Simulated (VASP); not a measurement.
Input of a VASP 6.6.1 run:

The input INCAR:

```
  ALGO = Normal
  EDIFF = 1E-8
  ENCUT = 600
  GGA = CA
  IBRION = 8
  ISIF = 2
  ISMEAR = 0
  LASPH = True
  LCHARG = False
  LEPSILON = True
  LREAL = False
  LWAVE = False
  NELM = 80
  NSW = 1
  PREC = Accurate
  SIGMA = 0.02
```

File KPOINTS:

```
k-points
0
Gamma
  14 14 14
```

POSCAR

```
Si
1.0
    0.0000000000      2.7015100000      2.7015100000
    2.7015100000      0.0000000000      2.7015100000
    2.7015100000      2.7015100000      0.0000000000
Si
2
Direct
    0.5000000000      0.5000000000      0.5000000000
    0.7500000000      0.7500000000      0.7500000000
```

Potentials or basis: VASP PAW LDA potentials, release 64 (Si).

Run with:

```console
$ cat potpaw_LDA.64/Si/POTCAR > POTCAR
$ mpirun -np 1 vasp_std > vasp.out
```

Problem. Predict the electronic dielectric tensor (diagonal).

Solution. 13.33.

Problem. What does it give for the Born charges (mean of the diagonal)?

Solution. Si +0.00 e.

Problem. What does it give for the band gap on the k mesh?

Solution. 0.44 eV, indirect (least direct gap 2.53 eV).

Phonon frequencies in cm⁻¹ (negative: imaginary):
```
              q point        frequencies
(0.000, 0.000, 0.000)  0 0 0 513 513 513
```

Caveat: the gap is small at this level, which inflates the dielectric constant. A k mesh can miss the band edges.
